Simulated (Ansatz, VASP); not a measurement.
# PtS2: VASP beside Ansatz

Wanted: the spread between two codes on one cell, functional and k mesh. The cell is taken from a series of runs on this material, whose earlier steps may have relaxed, scaled, displaced or heated it; both programs get it as it stands.

Calculated with Ansatz 0.2.0; plane waves, with VASP 6.6.1 beside it; zone-centre phonons at LDA.

## 1. Starting point

The structure is trigonal, space group P-3m1 (No. 164). Conventional cell: a = 3.559 Å, b = 3.559 Å, c = 4.539 Å, α = 90.00°, β = 90.00°, γ = 120.00°. Nearest to Pt lie 6 S at 2.37 Å. Nearest to S lie 3 Pt at 2.37 Å. Farther neighbours and most contacts between anions are not listed.

## 2. VASP: zone-centre phonons, LDA

Second derivatives magnify differences that forces hide, and they need a tight electronic threshold.

Lines of VASP's logs that name or quote its potential files are left out, and so is its time.

INCAR reads:

```
SYSTEM = PtS2
PREC = Accurate
ENCUT = 500
EDIFF = 1E-08
NELM = 120
ISMEAR = 0
SIGMA = 0.04082
LREAL = .FALSE.
ALGO = Normal
GGA = CA
NBANDS = 17
LASPH = .TRUE.
LORBIT = 11
LWAVE = .FALSE.
LCHARG = .FALSE.
ISIF = 2
IBRION = 8
GGA_COMPAT = .FALSE.
KPAR = 2
```

POSCAR reads:

```
PtS2
1.0
    3.5592926666      0.0000000000      0.0000000000
   -1.7796463333      3.0824378688      0.0000000000
    0.0000000000      0.0000000000      4.5387350586
Pt S
1 2
Direct
    0.0000000000      0.0000000000      0.0000000000
    0.3333333333      0.6666666667      0.2616181361
    0.6666666667      0.3333333333      0.7383818639
```

KPOINTS reads:

```
Automatic mesh
0
Gamma
15 15 10
0 0 0
```

Potentials, in the order of the species: Pt and S (LDA family, release 64).

The run is started by

```console
mpirun -np 2 vasp_std
```

Output:

```text
[banner, memory and clock lines left out]
running    2 mpi-ranks, on    1 nodes
 distrk:  each k-point on    1 cores,    2 groups
 distr:  one band on    1 cores,    1 groups

 POSCAR found type information on POSCAR PtS
 POSCAR found :  2 types and       3 ions
 LDA part: xc-table for (Slater(with rela. corr.)+CA(PZ))
 , standard interpolation
 POSCAR, INCAR and KPOINTS ok, starting setup
 FFT: planning ... GRIDC
 FFT: planning ... GRID_SOFT
 FFT: planning ... GRID
 WAVECAR not read
 entering main loop
       N       E                     dE             d eps       ncg     rms          rms(c)
DAV:   1     0.104104709956E+03    0.10410E+03   -0.10388E+04  8260   0.113E+03
DAV:   2    -0.149093264370E+02   -0.11901E+03   -0.11560E+03 10180   0.226E+02
DAV:   3    -0.194761051431E+02   -0.45668E+01   -0.45356E+01 10210   0.458E+01
DAV:   4    -0.195198419538E+02   -0.43737E-01   -0.43714E-01 10971   0.493E+00
DAV:   5    -0.195204352876E+02   -0.59333E-03   -0.59328E-03 10442   0.553E-01    0.191E+01
DAV:   6    -0.184924783421E+02    0.10280E+01   -0.66326E+00  8239   0.247E+01    0.125E+01
DAV:   7    -0.182514588662E+02    0.24102E+00   -0.12475E+00  8224   0.115E+01    0.589E+00
DAV:   8    -0.182180569066E+02    0.33402E-01   -0.72081E-02  9301   0.204E+00    0.119E+00
DAV:   9    -0.182142218072E+02    0.38351E-02   -0.87746E-03  9703   0.925E-01    0.238E-01
DAV:  10    -0.182142313298E+02   -0.95226E-05   -0.12299E-03  9694   0.239E-01    0.977E-02
DAV:  11    -0.182142351578E+02   -0.38280E-05   -0.47062E-05 10832   0.640E-02    0.381E-02
DAV:  12    -0.182142337841E+02    0.13737E-05   -0.75878E-06  9513   0.279E-02    0.629E-03
DAV:  13    -0.182142336028E+02    0.18129E-06   -0.74110E-07  9894   0.606E-03    0.265E-03
DAV:  14    -0.182142336047E+02   -0.19347E-08   -0.10102E-07  9600   0.193E-03    0.146E-03
DAV:  15    -0.182142335990E+02    0.57578E-08   -0.13536E-08  4886   0.972E-04
   1 F= -.18214234E+02 E0= -.18214173E+02  d E =-.122064E-03
 Linear response reoptimize wavefunctions to high precision
DAV:   1    -0.182142335992E+02   -0.28672E-09   -0.34866E-09  7582   0.366E-04
DAV:   2    -0.182142335992E+02   -0.45475E-11   -0.24507E-10  4445   0.116E-04
 Linear response DOF=           4
 Linear response progress:
  Degree of freedom:   1/  4
       N       E                     dE             d eps       ncg     rms          rms(c)
RMM:   1    -0.255422451473E+00   -0.25542E+00   -0.25914E-01 35837   0.337E+00
RMM:   2    -0.245408034056E+00    0.10014E-01   -0.79922E-03 31131   0.554E-01    0.229E-01
RMM:   3    -0.245137289964E+00    0.27074E-03   -0.49447E-04 34514   0.134E-01    0.139E-01
RMM:   4    -0.245640126172E+00   -0.50284E-03   -0.65217E-04 35659   0.138E-01    0.263E-02
RMM:   5    -0.245717657188E+00   -0.77531E-04   -0.49492E-05 34842   0.437E-02    0.102E-02
RMM:   6    -0.245768099553E+00   -0.50442E-04   -0.10811E-06 36612   0.748E-03    0.137E-03
RMM:   7    -0.245748871884E+00    0.19228E-04   -0.21656E-07 37024   0.250E-03    0.967E-04
RMM:   8    -0.245744812890E+00    0.40590E-05   -0.47992E-07 36321   0.143E-03    0.291E-04
RMM:   9    -0.245740624544E+00    0.41883E-05   -0.10003E-07 37069   0.741E-04    0.142E-04
RMM:  10    -0.245741099764E+00   -0.47522E-06   -0.23448E-08 36694   0.288E-04    0.445E-05
RMM:  11    -0.245741510733E+00   -0.41097E-06   -0.36859E-08 37991   0.914E-05    0.286E-05
RMM:  12    -0.245741554840E+00   -0.44107E-07   -0.14477E-08 37171   0.925E-05    0.216E-06
RMM:  13    -0.245741568766E+00   -0.13926E-07   -0.37810E-08 40103   0.554E-05    0.146E-06
RMM:  14    -0.245741561767E+00    0.69986E-08   -0.13120E-08 34433   0.437E-05    0.938E-07
 first order change of Fermi-energy  -0.79814E-04
 force on displaced ion       1 direction 1 : -17.218   0.000   0.000
 Linear response progress:
  Degree of freedom:   2/  4
       N       E                     dE             d eps       ncg     rms          rms(c)
RMM:   1    -0.272856615170E+00   -0.27286E+00   -0.27351E-01 14287   0.340E+00
RMM:   2    -0.261138636366E+00    0.11718E-01   -0.85873E-03 12289   0.597E-01    0.261E-01
RMM:   3    -0.260601669849E+00    0.53697E-03   -0.97033E-04 13500   0.174E-01    0.144E-01
RMM:   4    -0.260848004423E+00   -0.24633E-03   -0.59857E-04 13789   0.128E-01    0.493E-02
RMM:   5    -0.261012445295E+00   -0.16444E-03   -0.14940E-05 14072   0.254E-02    0.212E-02
RMM:   6    -0.261093465796E+00   -0.81021E-04   -0.90093E-06 13237   0.160E-02    0.264E-03
RMM:   7    -0.261077463843E+00    0.16002E-04   -0.19697E-07 14118   0.306E-03    0.177E-03
RMM:   8    -0.261060437412E+00    0.17026E-04   -0.34644E-08 14320   0.873E-04    0.248E-04
RMM:   9    -0.261061193883E+00   -0.75647E-06   -0.86590E-09 14468   0.212E-04    0.969E-05
RMM:  10    -0.261061242647E+00   -0.48764E-07   -0.23311E-08 14839   0.889E-05    0.370E-05
RMM:  11    -0.261060839974E+00    0.40267E-06   -0.14818E-08 14710   0.692E-05    0.662E-06
RMM:  12    -0.261060859090E+00   -0.19116E-07   -0.70268E-09 15291   0.512E-05    0.302E-06
RMM:  13    -0.261060867680E+00   -0.85897E-08   -0.83517E-09 13640   0.470E-05    0.604E-07
 first order change of Fermi-energy  -0.19086E-03
 force on displaced ion       1 direction 3 :  -0.000   0.000 -18.751
 Linear response progress:
  Degree of freedom:   3/  4
       N       E                     dE             d eps       ncg     rms          rms(c)
RMM:   1    -0.100562867788E+00   -0.10056E+00    0.16750E-02 92900   0.207E+00
RMM:   2    -0.978184938347E-01    0.27444E-02   -0.21639E-03 60154   0.308E-01    0.158E-01
RMM:   3    -0.978437687091E-01   -0.25275E-04   -0.63031E-05 64318   0.525E-02    0.873E-02
RMM:   4    -0.979833899288E-01   -0.13962E-03   -0.33970E-05 65719   0.342E-02    0.926E-03
RMM:   5    -0.979659549289E-01    0.17435E-04   -0.14136E-06 67022   0.656E-03    0.304E-03
RMM:   6    -0.979565227528E-01    0.94322E-05   -0.18900E-07 67669   0.198E-03    0.105E-03
RMM:   7    -0.979599087256E-01   -0.33860E-05    0.69374E-08 68027   0.825E-04    0.131E-04
RMM:   8    -0.979590877581E-01    0.82097E-06    0.45235E-07 68316   0.198E-04    0.569E-05
RMM:   9    -0.979588366468E-01    0.25111E-06   -0.13291E-07 69432   0.811E-05    0.991E-06
RMM:  10    -0.979589053720E-01   -0.68725E-07   -0.10802E-07 70540   0.544E-05    0.357E-06
RMM:  11    -0.979589268527E-01   -0.21481E-07   -0.19378E-08 69901   0.463E-05    0.211E-06
RMM:  12    -0.979589402642E-01   -0.13411E-07   -0.10319E-08 65927   0.445E-05    0.507E-07
RMM:  13    -0.979589383102E-01    0.19540E-08   -0.10341E-08 48515   0.430E-05    0.234E-07
 first order change of Fermi-energy  -0.12915E-04
 force on displaced ion       2 direction 1 :  -9.612  -0.001   0.000
 Linear response progress:
  Degree of freedom:   4/  4
       N       E                     dE             d eps       ncg     rms          rms(c)
RMM:   1    -0.116844892727E+00   -0.11684E+00    0.14117E-03 19173   0.203E+00
RMM:   2    -0.112793027939E+00    0.40519E-02   -0.24448E-03 12664   0.318E-01    0.223E-01
RMM:   3    -0.112595114125E+00    0.19791E-03   -0.29974E-04 13633   0.952E-02    0.142E-01
RMM:   4    -0.112525419371E+00    0.69695E-04   -0.72723E-05 13678   0.543E-02    0.695E-02
RMM:   5    -0.112548974659E+00   -0.23555E-04   -0.22157E-05 13728   0.272E-02    0.115E-02
RMM:   6    -0.112563451497E+00   -0.14477E-04   -0.23290E-07 14013   0.498E-03    0.329E-03
RMM:   7    -0.112567349080E+00   -0.38976E-05   -0.25892E-07 13932   0.179E-03    0.945E-04
RMM:   8    -0.112566752704E+00    0.59638E-06   -0.95056E-09 14294   0.475E-04    0.375E-04
RMM:   9    -0.112565890372E+00    0.86233E-06   -0.18498E-08 14221   0.268E-04    0.805E-05
RMM:  10    -0.112565998435E+00   -0.10806E-06   -0.10244E-08 14849   0.776E-05    0.224E-05
RMM:  11    -0.112566045136E+00   -0.46701E-07    0.43664E-08 14605   0.593E-05    0.343E-06
RMM:  12    -0.112566030310E+00    0.14827E-07    0.35543E-08 14651   0.502E-05    0.187E-06
RMM:  13    -0.112566028162E+00    0.21475E-08    0.44534E-09 12684   0.481E-05    0.370E-07
 first order change of Fermi-energy  -0.62659E+00
 force on displaced ion       2 direction 3 :  -0.000   0.000 -11.254
 Linear response finished
```

From OUTCAR (step 2):

```text
ion  position               nearest neighbor table
   1  0.000  0.000  0.000-   2 2.37   3 2.37   3 2.37   2 2.37   3 2.37   2 2.37
   2  0.333  0.667  0.262-   1 2.37   1 2.37   1 2.37
   3  0.667  0.333  0.738-   1 2.37   1 2.37   1 2.37

  LATTYP: Found a hexagonal cell.
 ALAT       =     3.5592926666
 C/A-ratio  =     1.2751789425

 Subroutine GETGRP returns: Found 12 space group operations
 (whereof 12 operations were pure point group operations)

The static configuration has the point symmetry D_3d.

 Found    238 irreducible k-points:

   k-points           NKPTS =    238   k-points in BZ     NKDIM =    238   number of bands    NBANDS=     17

   dimension x,y,z NGX =    28 NGY =   28 NGZ =   36
   dimension x,y,z NGXF=    56 NGYF=   56 NGZF=   72

   ENCUT  =  500.0 eV  36.75 Ry    6.06 a.u.   6.49  6.49  8.28*2*pi/ulx,y,z

   NELECT =      22.0000    total number of electrons

 k-points in reciprocal lattice and weights: Automatic mesh
   0.00000000  0.00000000  0.00000000       0.000
   0.06666667  0.00000000  0.00000000       0.003
   0.13333333  0.00000000  0.00000000       0.003
   0.20000000  0.00000000  0.00000000       0.003
   0.26666667  0.00000000  0.00000000       0.003
   0.33333333  0.00000000  0.00000000       0.003
   0.40000000  0.00000000  0.00000000       0.003
   0.46666667  0.00000000  0.00000000       0.003
   0.06666667  0.06666667  0.00000000       0.003
[...]
0.33333333  0.26666667  0.50000000       0.005
   0.33333333  0.33333333  0.50000000       0.001

 average (electrostatic) potential at core
       1 -67.2278       2 -84.7345       3 -84.7345

  Total        0.0789310      0.0789310      0.0352465      0.0000000     -0.0000000      0.0000000
  in kB        2.5395993      2.5395993      1.1340543      0.0000000     -0.0000000      0.0000000
  external PRESSURE =       2.0710843 kB  Pullay stress =       0.0000000 kB

  energy-cutoff  :      500.00
  volume of cell :       49.80
      direct lattice vectors                 reciprocal lattice vectors
     3.559292667  0.000000000  0.000000000     0.280954699  0.162209271  0.000000000
    -1.779646333  3.082437869  0.000000000     0.000000000  0.324418542  0.000000000
     0.000000000  0.000000000  4.538735059     0.000000000  0.000000000  0.220325705

 POSITION                                       TOTAL-FORCE (eV/Angst)
 -----------------------------------------------------------------------------------
      0.00000      0.00000      0.00000        -0.000000      0.000000     -0.000000
     -0.00000      2.05496      1.18742        -0.000000      0.000000      0.018782
      1.77965      1.02748      3.35132         0.000000     -0.000000     -0.018782
 -----------------------------------------------------------------------------------
    total drift:                               -0.000000      0.000000      0.000000

 Eigenvectors and eigenvalues of the dynamical matrix
 ----------------------------------------------------

   1 f  =   10.005085 THz    62.863803 2PiTHz  333.733710 cm-1    41.377688 meV
             X         Y         Z           dx          dy          dz
      0.000000  0.000000  0.000000     0.000000   -0.000000    0.000000
     -0.000000  2.054959  1.187415    -0.000000   -0.000000   -0.707107
      1.779646  1.027479  3.351320    -0.000000    0.000000    0.707107

   2 f  =    9.743910 THz    61.222792 2PiTHz  325.021850 cm-1    40.297555 meV
             X         Y         Z           dx          dy          dz
      0.000000  0.000000  0.000000     0.000000   -0.000000    0.497416
     -0.000000  2.054959  1.187415    -0.000000   -0.000000   -0.613424
      1.779646  1.027479  3.351320    -0.000000    0.000000   -0.613424

   3 f  =    9.338355 THz    58.674614 2PiTHz  311.493987 cm-1    38.620315 meV
             X         Y         Z           dx          dy          dz
      0.000000  0.000000  0.000000     0.000001   -0.497354   -0.000000
     -0.000000  2.054959  1.187415    -0.000002    0.613449    0.000000
      1.779646  1.027479  3.351320    -0.000002    0.613449   -0.000000

   4 f  =    9.338355 THz    58.674614 2PiTHz  311.493987 cm-1    38.620315 meV
             X         Y         Z           dx          dy          dz
      0.000000  0.000000  0.000000    -0.497354   -0.000001    0.000000
     -0.000000  2.054959  1.187415     0.613449    0.000002   -0.000000
      1.779646  1.027479  3.351320     0.613449    0.000002   -0.000000

   5 f  =    8.994104 THz    56.511624 2PiTHz  300.011026 cm-1    37.196610 meV
             X         Y         Z           dx          dy          dz
      0.000000  0.000000  0.000000    -0.000000    0.000000    0.000000
     -0.000000  2.054959  1.187415     0.000001    0.707107   -0.000000
      1.779646  1.027479  3.351320    -0.000001   -0.707107   -0.000000

   6 f  =    8.994104 THz    56.511624 2PiTHz  300.011026 cm-1    37.196610 meV
             X         Y         Z           dx          dy          dz
      0.000000  0.000000  0.000000     0.000000   -0.000000   -0.000000
     -0.000000  2.054959  1.187415     0.707107   -0.000001    0.000000
      1.779646  1.027479  3.351320    -0.707107    0.000001   -0.000000

   7 f/i=    0.000133 THz     0.000834 2PiTHz    0.004427 cm-1     0.000549 meV
             X         Y         Z           dx          dy          dz
      0.000000  0.000000  0.000000     0.000000    0.000000   -0.867512
     -0.000000  2.054959  1.187415     0.000000    0.000000   -0.351727
      1.779646  1.027479  3.351320     0.000000    0.000000   -0.351727

   8 f/i=    0.000549 THz     0.003450 2PiTHz    0.018318 cm-1     0.002271 meV
             X         Y         Z           dx          dy          dz
      0.000000  0.000000  0.000000    -0.865197   -0.063818   -0.000000
     -0.000000  2.054959  1.187415    -0.350729   -0.025870   -0.000000
      1.779646  1.027479  3.351320    -0.350729   -0.025870   -0.000000

   9 f/i=    0.000549 THz     0.003450 2PiTHz    0.018318 cm-1     0.002271 meV
             X         Y         Z           dx          dy          dz
      0.000000  0.000000  0.000000     0.063818   -0.865197   -0.000000
     -0.000000  2.054959  1.187415     0.025870   -0.350729   -0.000000
      1.779646  1.027479  3.351320     0.025870   -0.350729   -0.000000

 ELASTIC MODULI CONTR FROM IONIC RELAXATION (kBar)
 Direction    XX          YY          ZZ          XY          YZ          ZX
 --------------------------------------------------------------------------------
 XX        -791.7383   -477.7190   -766.9572     -0.0000    320.1295      0.0000
 YY        -477.7190   -791.7383   -766.9572     -0.0000   -320.1295      0.0000
 ZZ        -766.9572   -766.9572   -926.7319     -0.0000     -0.0000      0.0000
 XY          -0.0000     -0.0000     -0.0000   -157.0096     -0.0000    290.6691
 YZ         320.1295   -320.1295     -0.0000     -0.0000   -652.7174      0.0000
 ZX           0.0000      0.0000      0.0000    290.6691      0.0000   -538.1106
 --------------------------------------------------------------------------------
```

(Continued in part 2 of 2.)

[Lines on the potential files, build, host, timing and source positions are cut from VASP's logs without a mark.]

[Logs are printed without paths, hosts, clocks, repeated set-up lines and the standing remarks that a program may print on its own settings, such as how far it seeks lower states.]

[Hosts, paths, dates, database ids (printed as entryN), source tags and the programs' standing remarks are cut or masked in the printed files.]
